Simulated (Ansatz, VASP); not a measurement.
# Cross-check of Sn between VASP and Ansatz

Wanted: the spread between two codes on one cell, functional and k mesh. The cell is taken from a series of runs on this material, whose earlier steps may have relaxed, scaled, displaced or heated it; both programs get it as it stands.

Calculated with Ansatz 0.2.0; plane waves, with VASP 6.6.1 beside it; zone-centre phonons at PBEsol.

## 1. The starting structure

Symmetry: R-3m, No. 166, trigonal system. The conventional cell has a = 4.670 Å, b = 4.670 Å, c = 11.257 Å, α = 90.00°, β = 90.00°, γ = 120.00°. Nearest to Sn lie 4 Sn at 2.83 to 2.85 Å.

## 2. VASP: zone-centre phonons, PBEsol

Second derivatives magnify differences that forces hide, and they need a tight electronic threshold.

Lines of VASP's logs that name or quote its potential files are left out, and so is its time.

File INCAR:

```
SYSTEM = Sn
PREC = Accurate
ENCUT = 500
EDIFF = 1E-08
NELM = 120
ISMEAR = 0
SIGMA = 0.015
LREAL = .FALSE.
ALGO = Normal
GGA = PS
NBANDS = 20
LORBIT = 11
LWAVE = .FALSE.
LCHARG = .FALSE.
ISIF = 2
ISYM = 2
IBRION = 8
LASPH = .TRUE.
GGA_COMPAT = .FALSE.
KPAR = 2
```

File POSCAR:

```
Sn
1.0
   -0.0351249006      3.2672389724      3.2672389724
    3.2672389724     -0.0351249006      3.2672389724
    3.2672389724      3.2672389724     -0.0351249006
Sn
2
Direct
    0.4990869403      0.4990869403      0.4990869403
    0.7509130597      0.7509130597      0.7509130597
```

File KPOINTS:

```
Points of the shifted mesh
1728
Reciprocal
 0.0416666667  0.0416666667  0.0416666667 1
 0.0416666667  0.0416666667  0.1250000000 1
 0.0416666667  0.0416666667  0.2083333333 1
 0.0416666667  0.0416666667  0.2916666667 1
 0.0416666667  0.0416666667  0.3750000000 1
 0.0416666667  0.0416666667  0.4583333333 1
 0.0416666667  0.0416666667  0.5416666667 1
 0.0416666667  0.0416666667  0.6250000000 1
 0.0416666667  0.0416666667  0.7083333333 1
 0.0416666667  0.0416666667  0.7916666667 1
 0.0416666667  0.0416666667  0.8750000000 1
 0.0416666667  0.0416666667  0.9583333333 1
 0.0416666667  0.1250000000  0.0416666667 1
 0.0416666667  0.1250000000  0.1250000000 1
 0.0416666667  0.1250000000  0.2083333333 1
 0.0416666667  0.1250000000  0.2916666667 1
 0.0416666667  0.1250000000  0.3750000000 1
 0.0416666667  0.1250000000  0.4583333333 1
 0.0416666667  0.1250000000  0.5416666667 1
 0.0416666667  0.1250000000  0.6250000000 1
 0.0416666667  0.1250000000  0.7083333333 1
 0.0416666667  0.1250000000  0.7916666667 1
 0.0416666667  0.1250000000  0.8750000000 1
 0.0416666667  0.1250000000  0.9583333333 1
 0.0416666667  0.2083333333  0.0416666667 1
 0.0416666667  0.2083333333  0.1250000000 1
 0.0416666667  0.2083333333  0.2083333333 1
 0.0416666667  0.2083333333  0.2916666667 1
 0.0416666667  0.2083333333  0.3750000000 1
 0.0416666667  0.2083333333  0.4583333333 1
 0.0416666667  0.2083333333  0.5416666667 1
 0.0416666667  0.2083333333  0.6250000000 1
 0.0416666667  0.2083333333  0.7083333333 1
 0.0416666667  0.2083333333  0.7916666667 1
 0.0416666667  0.2083333333  0.8750000000 1
 0.0416666667  0.2083333333  0.9583333333 1
 0.0416666667  0.2916666667  0.0416666667 1
 0.0416666667  0.2916666667  0.1250000000 1
 0.0416666667  0.2916666667  0.2083333333 1
 0.0416666667  0.2916666667  0.2916666667 1
 0.0416666667  0.2916666667  0.3750000000 1
 0.0416666667  0.2916666667  0.4583333333 1
 0.0416666667  0.2916666667  0.5416666667 1
 0.0416666667  0.2916666667  0.6250000000 1
 0.0416666667  0.2916666667  0.7083333333 1
 0.0416666667  0.2916666667  0.7916666667 1
 0.0416666667  0.2916666667  0.8750000000 1
 0.0416666667  0.2916666667  0.9583333333 1
 0.0416666667  0.3750000000  0.0416666667 1
 0.0416666667  0.3750000000  0.1250000000 1
 0.0416666667  0.3750000000  0.2083333333 1
 0.0416666667  0.3750000000  0.2916666667 1
 0.0416666667  0.3750000000  0.3750000000 1
 0.0416666667  0.3750000000  0.4583333333 1
 0.0416666667  0.3750000000  0.5416666667 1
 0.0416666667  0.3750000000  0.6250000000 1
 0.0416666667  0.3750000000  0.7083333333 1
 0.0416666667  0.3750000000  0.7916666667 1
 0.0416666667  0.3750000000  0.8750000000 1
 0.0416666667  0.3750000000  0.9583333333 1
 0.0416666667  0.4583333333  0.0416666667 1
 0.0416666667  0.4583333333  0.1250000000 1
 0.0416666667  0.4583333333  0.2083333333 1
 0.0416666667  0.4583333333  0.2916666667 1
 0.0416666667  0.4583333333  0.3750000000 1
 0.0416666667  0.4583333333  0.4583333333 1
 0.0416666667  0.4583333333  0.5416666667 1
 0.0416666667  0.4583333333  0.6250000000 1
 0.0416666667  0.4583333333  0.7083333333 1
 0.0416666667  0.4583333333  0.7916666667 1
 0.0416666667  0.4583333333  0.8750000000 1
 0.0416666667  0.4583333333  0.9583333333 1
 0.0416666667  0.5416666667  0.0416666667 1
 0.0416666667  0.5416666667  0.1250000000 1
 0.0416666667  0.5416666667  0.2083333333 1
 0.0416666667  0.5416666667  0.2916666667 1
 0.0416666667  0.5416666667  0.3750000000 1
 0.0416666667  0.5416666667  0.4583333333 1
 0.0416666667  0.5416666667  0.5416666667 1
 0.0416666667  0.5416666667  0.6250000000 1
 0.0416666667  0.5416666667  0.7083333333 1
 0.0416666667  0.5416666667  0.7916666667 1
 0.0416666667  0.5416666667  0.8750000000 1
 0.0416666667  0.5416666667  0.9583333333 1
 0.0416666667  0.6250000000  0.0416666667 1
 0.0416666667  0.6250000000  0.1250000000 1
 0.0416666667  0.6250000000  0.2083333333 1
 0.0416666667  0.6250000000  0.2916666667 1
 0.0416666667  0.6250000000  0.3750000000 1
 0.0416666667  0.6250000000  0.4583333333 1
 0.0416666667  0.6250000000  0.5416666667 1
 0.0416666667  0.6250000000  0.6250000000 1
 0.0416666667  0.6250000000  0.7083333333 1
 0.0416666667  0.6250000000  0.7916666667 1
 0.0416666667  0.6250000000  0.8750000000 1
 0.0416666667  0.6250000000  0.9583333333 1
 0.0416666667  0.7083333333  0.0416666667 1
 0.0416666667  0.7083333333  0.1250000000 1
 0.0416666667  0.7083333333  0.2083333333 1
 0.0416666667  0.7083333333  0.2916666667 1
 0.0416666667  0.7083333333  0.3750000000 1
 0.0416666667  0.7083333333  0.4583333333 1
 0.0416666667  0.7083333333  0.5416666667 1
 0.0416666667  0.7083333333  0.6250000000 1
 0.0416666667  0.7083333333  0.7083333333 1
 0.0416666667  0.7083333333  0.7916666667 1
 0.0416666667  0.7083333333  0.8750000000 1
 0.0416666667  0.7083333333  0.9583333333 1
 0.0416666667  0.7916666667  0.0416666667 1
 0.0416666667  0.7916666667  0.1250000000 1
 0.0416666667  0.7916666667  0.2083333333 1
 0.0416666667  0.7916666667  0.2916666667 1
[... 1390 lines left out ...]
 0.8750000000  0.4583333333  0.1250000000 1
 0.8750000000  0.4583333333  0.2083333333 1
 0.8750000000  0.4583333333  0.2916666667 1
 0.8750000000  0.4583333333  0.3750000000 1
 0.8750000000  0.4583333333  0.4583333333 1
 0.8750000000  0.4583333333  0.5416666667 1
 0.8750000000  0.4583333333  0.6250000000 1
 0.8750000000  0.4583333333  0.7083333333 1
 0.8750000000  0.4583333333  0.7916666667 1
 0.8750000000  0.4583333333  0.8750000000 1
 0.8750000000  0.4583333333  0.9583333333 1
 0.8750000000  0.5416666667  0.0416666667 1
 0.8750000000  0.5416666667  0.1250000000 1
 0.8750000000  0.5416666667  0.2083333333 1
 0.8750000000  0.5416666667  0.2916666667 1
 0.8750000000  0.5416666667  0.3750000000 1
 0.8750000000  0.5416666667  0.4583333333 1
 0.8750000000  0.5416666667  0.5416666667 1
 0.8750000000  0.5416666667  0.6250000000 1
 0.8750000000  0.5416666667  0.7083333333 1
 0.8750000000  0.5416666667  0.7916666667 1
 0.8750000000  0.5416666667  0.8750000000 1
 0.8750000000  0.5416666667  0.9583333333 1
 0.8750000000  0.6250000000  0.0416666667 1
 0.8750000000  0.6250000000  0.1250000000 1
 0.8750000000  0.6250000000  0.2083333333 1
 0.8750000000  0.6250000000  0.2916666667 1
 0.8750000000  0.6250000000  0.3750000000 1
 0.8750000000  0.6250000000  0.4583333333 1
 0.8750000000  0.6250000000  0.5416666667 1
 0.8750000000  0.6250000000  0.6250000000 1
 0.8750000000  0.6250000000  0.7083333333 1
 0.8750000000  0.6250000000  0.7916666667 1
 0.8750000000  0.6250000000  0.8750000000 1
 0.8750000000  0.6250000000  0.9583333333 1
 0.8750000000  0.7083333333  0.0416666667 1
 0.8750000000  0.7083333333  0.1250000000 1
 0.8750000000  0.7083333333  0.2083333333 1
 0.8750000000  0.7083333333  0.2916666667 1
 0.8750000000  0.7083333333  0.3750000000 1
 0.8750000000  0.7083333333  0.4583333333 1
 0.8750000000  0.7083333333  0.5416666667 1
 0.8750000000  0.7083333333  0.6250000000 1
 0.8750000000  0.7083333333  0.7083333333 1
 0.8750000000  0.7083333333  0.7916666667 1
 0.8750000000  0.7083333333  0.8750000000 1
 0.8750000000  0.7083333333  0.9583333333 1
 0.8750000000  0.7916666667  0.0416666667 1
 0.8750000000  0.7916666667  0.1250000000 1
 0.8750000000  0.7916666667  0.2083333333 1
 0.8750000000  0.7916666667  0.2916666667 1
 0.8750000000  0.7916666667  0.3750000000 1
 0.8750000000  0.7916666667  0.4583333333 1
 0.8750000000  0.7916666667  0.5416666667 1
 0.8750000000  0.7916666667  0.6250000000 1
 0.8750000000  0.7916666667  0.7083333333 1
 0.8750000000  0.7916666667  0.7916666667 1
 0.8750000000  0.7916666667  0.8750000000 1
 0.8750000000  0.7916666667  0.9583333333 1
 0.8750000000  0.8750000000  0.0416666667 1
 0.8750000000  0.8750000000  0.1250000000 1
 0.8750000000  0.8750000000  0.2083333333 1
 0.8750000000  0.8750000000  0.2916666667 1
 0.8750000000  0.8750000000  0.3750000000 1
 0.8750000000  0.8750000000  0.4583333333 1
 0.8750000000  0.8750000000  0.5416666667 1
 0.8750000000  0.8750000000  0.6250000000 1
 0.8750000000  0.8750000000  0.7083333333 1
 0.8750000000  0.8750000000  0.7916666667 1
 0.8750000000  0.8750000000  0.8750000000 1
 0.8750000000  0.8750000000  0.9583333333 1
 0.8750000000  0.9583333333  0.0416666667 1
 0.8750000000  0.9583333333  0.1250000000 1
 0.8750000000  0.9583333333  0.2083333333 1
 0.8750000000  0.9583333333  0.2916666667 1
 0.8750000000  0.9583333333  0.3750000000 1
 0.8750000000  0.9583333333  0.4583333333 1
 0.8750000000  0.9583333333  0.5416666667 1
 0.8750000000  0.9583333333  0.6250000000 1
 0.8750000000  0.9583333333  0.7083333333 1
 0.8750000000  0.9583333333  0.7916666667 1
 0.8750000000  0.9583333333  0.8750000000 1
 0.8750000000  0.9583333333  0.9583333333 1
 0.9583333333  0.0416666667  0.0416666667 1
 0.9583333333  0.0416666667  0.1250000000 1
 0.9583333333  0.0416666667  0.2083333333 1
 0.9583333333  0.0416666667  0.2916666667 1
 0.9583333333  0.0416666667  0.3750000000 1
 0.9583333333  0.0416666667  0.4583333333 1
 0.9583333333  0.0416666667  0.5416666667 1
 0.9583333333  0.0416666667  0.6250000000 1
 0.9583333333  0.0416666667  0.7083333333 1
 0.9583333333  0.0416666667  0.7916666667 1
 0.9583333333  0.0416666667  0.8750000000 1
 0.9583333333  0.0416666667  0.9583333333 1
 0.9583333333  0.1250000000  0.0416666667 1
 0.9583333333  0.1250000000  0.1250000000 1
 0.9583333333  0.1250000000  0.2083333333 1
 0.9583333333  0.1250000000  0.2916666667 1
 0.9583333333  0.1250000000  0.3750000000 1
 0.9583333333  0.1250000000  0.4583333333 1
 0.9583333333  0.1250000000  0.5416666667 1
 0.9583333333  0.1250000000  0.6250000000 1
 0.9583333333  0.1250000000  0.7083333333 1
 0.9583333333  0.1250000000  0.7916666667 1
 0.9583333333  0.1250000000  0.8750000000 1
 0.9583333333  0.1250000000  0.9583333333 1
 0.9583333333  0.2083333333  0.0416666667 1
 0.9583333333  0.2083333333  0.1250000000 1
 0.9583333333  0.2083333333  0.2083333333 1
 0.9583333333  0.2083333333  0.2916666667 1
 0.9583333333  0.2083333333  0.3750000000 1
 0.9583333333  0.2083333333  0.4583333333 1
 0.9583333333  0.2083333333  0.5416666667 1
 0.9583333333  0.2083333333  0.6250000000 1
 0.9583333333  0.2083333333  0.7083333333 1
 0.9583333333  0.2083333333  0.7916666667 1
 0.9583333333  0.2083333333  0.8750000000 1
 0.9583333333  0.2083333333  0.9583333333 1
 0.9583333333  0.2916666667  0.0416666667 1
 0.9583333333  0.2916666667  0.1250000000 1
 0.9583333333  0.2916666667  0.2083333333 1
 0.9583333333  0.2916666667  0.2916666667 1
 0.9583333333  0.2916666667  0.3750000000 1
 0.9583333333  0.2916666667  0.4583333333 1
 0.9583333333  0.2916666667  0.5416666667 1
 0.9583333333  0.2916666667  0.6250000000 1
 0.9583333333  0.2916666667  0.7083333333 1
 0.9583333333  0.2916666667  0.7916666667 1
 0.9583333333  0.2916666667  0.8750000000 1
 0.9583333333  0.2916666667  0.9583333333 1
 0.9583333333  0.3750000000  0.0416666667 1
 0.9583333333  0.3750000000  0.1250000000 1
 0.9583333333  0.3750000000  0.2083333333 1
 0.9583333333  0.3750000000  0.2916666667 1
 0.9583333333  0.3750000000  0.3750000000 1
 0.9583333333  0.3750000000  0.4583333333 1
 0.9583333333  0.3750000000  0.5416666667 1
 0.9583333333  0.3750000000  0.6250000000 1
 0.9583333333  0.3750000000  0.7083333333 1
 0.9583333333  0.3750000000  0.7916666667 1
 0.9583333333  0.3750000000  0.8750000000 1
 0.9583333333  0.3750000000  0.9583333333 1
 0.9583333333  0.4583333333  0.0416666667 1
 0.9583333333  0.4583333333  0.1250000000 1
 0.9583333333  0.4583333333  0.2083333333 1
 0.9583333333  0.4583333333  0.2916666667 1
 0.9583333333  0.4583333333  0.3750000000 1
 0.9583333333  0.4583333333  0.4583333333 1
 0.9583333333  0.4583333333  0.5416666667 1
 0.9583333333  0.4583333333  0.6250000000 1
 0.9583333333  0.4583333333  0.7083333333 1
 0.9583333333  0.4583333333  0.7916666667 1
 0.9583333333  0.4583333333  0.8750000000 1
 0.9583333333  0.4583333333  0.9583333333 1
 0.9583333333  0.5416666667  0.0416666667 1
 0.9583333333  0.5416666667  0.1250000000 1
 0.9583333333  0.5416666667  0.2083333333 1
 0.9583333333  0.5416666667  0.2916666667 1
 0.9583333333  0.5416666667  0.3750000000 1
 0.9583333333  0.5416666667  0.4583333333 1
 0.9583333333  0.5416666667  0.5416666667 1
 0.9583333333  0.5416666667  0.6250000000 1
 0.9583333333  0.5416666667  0.7083333333 1
 0.9583333333  0.5416666667  0.7916666667 1
 0.9583333333  0.5416666667  0.8750000000 1
 0.9583333333  0.5416666667  0.9583333333 1
 0.9583333333  0.6250000000  0.0416666667 1
 0.9583333333  0.6250000000  0.1250000000 1
 0.9583333333  0.6250000000  0.2083333333 1
 0.9583333333  0.6250000000  0.2916666667 1
 0.9583333333  0.6250000000  0.3750000000 1
 0.9583333333  0.6250000000  0.4583333333 1
 0.9583333333  0.6250000000  0.5416666667 1
 0.9583333333  0.6250000000  0.6250000000 1
 0.9583333333  0.6250000000  0.7083333333 1
 0.9583333333  0.6250000000  0.7916666667 1
 0.9583333333  0.6250000000  0.8750000000 1
 0.9583333333  0.6250000000  0.9583333333 1
 0.9583333333  0.7083333333  0.0416666667 1
 0.9583333333  0.7083333333  0.1250000000 1
 0.9583333333  0.7083333333  0.2083333333 1
 0.9583333333  0.7083333333  0.2916666667 1
 0.9583333333  0.7083333333  0.3750000000 1
 0.9583333333  0.7083333333  0.4583333333 1
 0.9583333333  0.7083333333  0.5416666667 1
 0.9583333333  0.7083333333  0.6250000000 1
 0.9583333333  0.7083333333  0.7083333333 1
 0.9583333333  0.7083333333  0.7916666667 1
 0.9583333333  0.7083333333  0.8750000000 1
 0.9583333333  0.7083333333  0.9583333333 1
 0.9583333333  0.7916666667  0.0416666667 1
 0.9583333333  0.7916666667  0.1250000000 1
 0.9583333333  0.7916666667  0.2083333333 1
 0.9583333333  0.7916666667  0.2916666667 1
 0.9583333333  0.7916666667  0.3750000000 1
 0.9583333333  0.7916666667  0.4583333333 1
 0.9583333333  0.7916666667  0.5416666667 1
 0.9583333333  0.7916666667  0.6250000000 1
 0.9583333333  0.7916666667  0.7083333333 1
 0.9583333333  0.7916666667  0.7916666667 1
 0.9583333333  0.7916666667  0.8750000000 1
 0.9583333333  0.7916666667  0.9583333333 1
 0.9583333333  0.8750000000  0.0416666667 1
 0.9583333333  0.8750000000  0.1250000000 1
 0.9583333333  0.8750000000  0.2083333333 1
 0.9583333333  0.8750000000  0.2916666667 1
 0.9583333333  0.8750000000  0.3750000000 1
 0.9583333333  0.8750000000  0.4583333333 1
 0.9583333333  0.8750000000  0.5416666667 1
 0.9583333333  0.8750000000  0.6250000000 1
 0.9583333333  0.8750000000  0.7083333333 1
 0.9583333333  0.8750000000  0.7916666667 1
 0.9583333333  0.8750000000  0.8750000000 1
 0.9583333333  0.8750000000  0.9583333333 1
 0.9583333333  0.9583333333  0.0416666667 1
 0.9583333333  0.9583333333  0.1250000000 1
 0.9583333333  0.9583333333  0.2083333333 1
 0.9583333333  0.9583333333  0.2916666667 1
 0.9583333333  0.9583333333  0.3750000000 1
 0.9583333333  0.9583333333  0.4583333333 1
 0.9583333333  0.9583333333  0.5416666667 1
 0.9583333333  0.9583333333  0.6250000000 1
 0.9583333333  0.9583333333  0.7083333333 1
 0.9583333333  0.9583333333  0.7916666667 1
 0.9583333333  0.9583333333  0.8750000000 1
 0.9583333333  0.9583333333  0.9583333333 1
```

PAW data sets: Sn_d (PBE family, release 64).

Launch:

```console
$ mpirun -np 2 vasp_std
```

Numbers of over 12 decimals in the logs are rounded to 6 here.

Output:

```text
[banner, memory and clock lines left out]
running    2 mpi-ranks, on    1 nodes
 distrk:  each k-point on    1 cores,    2 groups
 distr:  one band on    1 cores,    1 groups

 POSCAR found type information on POSCAR Sn
 POSCAR found :  1 types and       2 ions
|                                                                             |
|               ----> ADVICE to this user running VASP <----                  |
|                                                                             |
|     You enforced a specific xc type in the INCAR file but a different       |
|     [... a line on the potential file left out ...]
|     I HOPE YOU KNOW WHAT YOU ARE DOING!                                     |
|                                                                             |

 LDA part: xc-table for (Slater+PW92), standard interpolation
 POSCAR, INCAR and KPOINTS ok, starting setup
 FFT: planning ... GRIDC
 FFT: planning ... GRID_SOFT
 FFT: planning ... GRID
 WAVECAR not read
 entering main loop
       N       E                     dE             d eps       ncg     rms          rms(c)
DAV:   1     0.220364581598E+03    0.22036E+03   -0.14748E+04 69516   0.196E+03
DAV:   2     0.147085776137E+02   -0.20566E+03   -0.20195E+03 69276   0.437E+02
DAV:   3    -0.780896059818E+01   -0.22518E+02   -0.22374E+02 79224   0.141E+02
DAV:   4    -0.853233410575E+01   -0.72337E+00   -0.72295E+00 78408   0.286E+01
DAV:   5    -0.855747527821E+01   -0.25141E-01   -0.25141E-01 94796   0.521E+00    0.310E+00
DAV:   6    -0.849247595867E+01    0.64999E-01   -0.42879E-02 93280   0.275E+00    0.176E+00
DAV:   7    -0.846119567043E+01    0.31280E-01   -0.51590E-02 78248   0.259E+00    0.165E-01
DAV:   8    -0.846210138691E+01   -0.90572E-03   -0.70075E-03 75860   0.102E+00    0.533E-02
DAV:   9    -0.846236633125E+01   -0.26494E-03   -0.35275E-04 83424   0.141E-01    0.118E-02
DAV:  10    -0.846238080387E+01   -0.14473E-04   -0.23343E-05 83384   0.432E-02    0.531E-03
DAV:  11    -0.846238269851E+01   -0.18946E-05   -0.31479E-06 82844   0.125E-02    0.947E-04
DAV:  12    -0.846238264679E+01    0.51718E-07   -0.24236E-07 82376   0.459E-03    0.524E-04
DAV:  13    -0.846238265522E+01   -0.84274E-08   -0.24619E-08 64392   0.113E-03
   1 F= -.84623827E+01 E0= -.84623820E+01  d E =-.129712E-05
 Linear response reoptimize wavefunctions to high precision
DAV:   1    -0.846238265363E+01    0.15857E-08   -0.32369E-09 63968   0.576E-04
DAV:   2    -0.846238265367E+01   -0.42746E-10   -0.45402E-10 41676   0.224E-04
 Linear response DOF=           1
 Linear response progress:
  Degree of freedom:   1/  1
       N       E                     dE             d eps       ncg     rms          rms(c)
RMM:   1    -0.214268001295E+00   -0.21427E+00    0.54007E-01 86676   0.995E+00
RMM:   2    -0.220900107205E+00   -0.66321E-02   -0.19694E-02121160   0.116E+00    0.677E-02
RMM:   3    -0.221026580904E+00   -0.12647E-03   -0.16079E-03127766   0.321E-01    0.312E-02
RMM:   4    -0.220900895259E+00    0.12569E-03   -0.11453E-04126112   0.974E-02    0.110E-02
RMM:   5    -0.220880190330E+00    0.20705E-04   -0.15704E-05129671   0.326E-02    0.401E-03
RMM:   6    -0.220880776903E+00   -0.58657E-06    0.10078E-06128958   0.935E-03    0.172E-03
RMM:   7    -0.220880215076E+00    0.56183E-06   -0.17563E-07127451   0.332E-03    0.381E-04
RMM:   8    -0.220877698772E+00    0.25163E-05   -0.38460E-08131570   0.120E-03    0.238E-04
RMM:   9    -0.220876227206E+00    0.14716E-05   -0.33407E-08131196   0.483E-04    0.495E-05
RMM:  10    -0.220876521749E+00   -0.29454E-06    0.42186E-08138007   0.197E-04    0.254E-05
RMM:  11    -0.220876503329E+00    0.18420E-07    0.51741E-08132009   0.102E-04    0.520E-06
RMM:  12    -0.220876514659E+00   -0.11331E-07    0.27138E-08142422   0.573E-05    0.409E-06
RMM:  13    -0.220876514087E+00    0.57198E-09    0.23221E-08154165   0.379E-05    0.259E-06
 first order change of Fermi-energy   0.44890E+00
 force on displaced ion       1 direction 1 :  -7.328  -0.044  -0.044
 Linear response finished
```

(Part 1 of 2 ends here.)

[Lines on the potential files, build, host, timing and source positions are cut from VASP's logs without a mark.]

[Logs are printed without paths, hosts, clocks, repeated set-up lines and the standing remarks that a program may print on its own settings, such as how far it seeks lower states.]

[Hosts, paths, dates, database ids (printed as entryN), source tags and the programs' standing remarks are cut or masked in the printed files.]
